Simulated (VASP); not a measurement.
A VASP calculation is set up with these files.

KPOINTS:
```
K-points
0
gamma
 5 5 4
0 0 0
```

### INCAR
```
! general
SYSTEM       =Te2Pt
PREC         =Accurate
ENCUT        =300
LREAL        =F
LASPH        =T

! electronic loop
EDIFF        =1E-6
NELM         =100
ALGO         =Normal
LMAXMIX      =6

! smearing
ISMEAR       =0
SIGMA        =0.1

! functional
GGA          =PE
GGA_COMPAT   =F

! spin
MAGMOM       =0.0 0.0 0.0 0.0 0.0 0.0 0.0 0.0 0.0
LSORBIT      =T
LNONCOLLINEAR=T

! ions
ISIF         =2

! output
LWAVE        =F
LCHARG       =F
LORBIT       =11
```

**POSCAR**
```
Te2Pt
1
    4.0259000000     0.0000000000     0.0000000000
   -2.0129500000     3.4865320000     0.0000000000
    0.0000000000     0.0000000000     5.2209000000
Te Pt
2 1
Direct
  0.3333330000   0.6666670000   0.2540000000
  0.6666670000   0.3333330000   0.7460000000
  0.0000000000   0.0000000000   0.0000000000
```

POTCAR, in this order: Te Pt (PBE.64 set). Program: vasp_ncl.

### Question
Translate this PBE+SOC calculation to Ansatz.

### Answer
One equivalent input (not run):
Ansatz 0.2 input:
```yaml
crystal:
  lattice:
    - [4.0259000, 0.0000000, 0.0000000]
    - [-2.0129500, 3.4865320, 0.0000000]
    - [0.0000000, 0.0000000, 5.2209000]
  atoms:
    - { symbol: Te, position: [0.3333330, 0.6666670, 0.2540000] }
    - { symbol: Te, position: [0.6666670, 0.3333330, 0.7460000] }
    - { symbol: Pt, position: [0.0000000, 0.0000000, 0.0000000] }
kpoints:
  mp_grid: { grid: [5, 5, 4] }
hamiltonian:
  xc: pbe
  pseudopotentials: { kind: paw }
magnetization: { noncollinear: true, spin_orbit: true }
scf:
  occupations: { method: gaussian, width: 0.1 }
  max_iter: 100
output: { forces: true, stress: true, eigenvalues: true }
```
The two are equivalent in intent, not identical: each code has its own PAW files, so the cut-off isn't converted (ENCUT is set for VASP's; basis.ecutwfc is left out, and Ansatz then takes the one that its files recommend); Ansatz stops its SCF on the density residual and VASP on the energy change (EDIFF).

The structure comes from a measured Te2Pt entry of the Crystallography Open Database, whose conditions weren't checked. The cell was not relaxed at this level. The k-mesh is coarse (spacing up to 0.36 per Å, 2π included), so the numbers may not be converged in it. The run is one of a series of settings (GGA_COMPAT = .FALSE., LNONCOLLINEAR = .TRUE., LSORBIT = .TRUE., MAGMOM = 0.0 0.0 0.0 0.0 0.0 0.0 0.0 0.0 0.0, program vasp_ncl against the base run), some of them coarse on purpose.
